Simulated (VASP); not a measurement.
```
AlBaHSi
1.0
    4.32542     0.00000     0.00000
   -2.16271     3.74592     0.00000
    0.00000     0.00000     5.25866
Ba Al Si H
1 1 1 1
Direct
  0.00000   0.00000   0.00123
  0.66667   0.33333   0.46396
  0.33333   0.66667   0.54129
  0.66667   0.33333   0.13642
```

Computed with r2SCAN meta-GGA, VASP's PBE PAW potentials (set 64) (plane waves; VASP). Settings: 400 eV cut-off, 7×7×5 Γ-centred mesh, tetrahedra with Blöchl corrections, potentials Ba_sv Al Si H.

Unless said otherwise, spin-orbit coupling is left out, though it shifts the bands of the heavy elements here.

Problem. Give the energies of bands 5 to 12 at the high-symmetry points, in eV from the valence-band maximum.

Solution. 
```tsv
band	Γ	M	K	A	L	H
5	-9.08	-7.05	-6.71	-8.24	-7.46	-6.98
6	-4.29	-5.99	-5.83	-5.32	-5.41	-6.05
7	-0.70	-3.19	-3.11	-0.10	-3.34	-3.09
8	-0.42	-1.15	-2.78	-0.10	-1.61	-2.32
9	-0.42	-0.48	-0.72	0.00	-0.73	-0.41
10	1.71	0.97	1.52	2.16	1.93	3.51
11	3.48	2.81	3.19	2.16	3.77	4.43
12	3.48	3.33	4.27	2.29	4.37	4.73
```

The gap is indirect, 0.97 eV, from the valence maximum at A to the conduction minimum at M.

The structure comes from a computed database's BaAlSiH entry (P3m1); how it stands against other phases isn't given here. It was relaxed first.
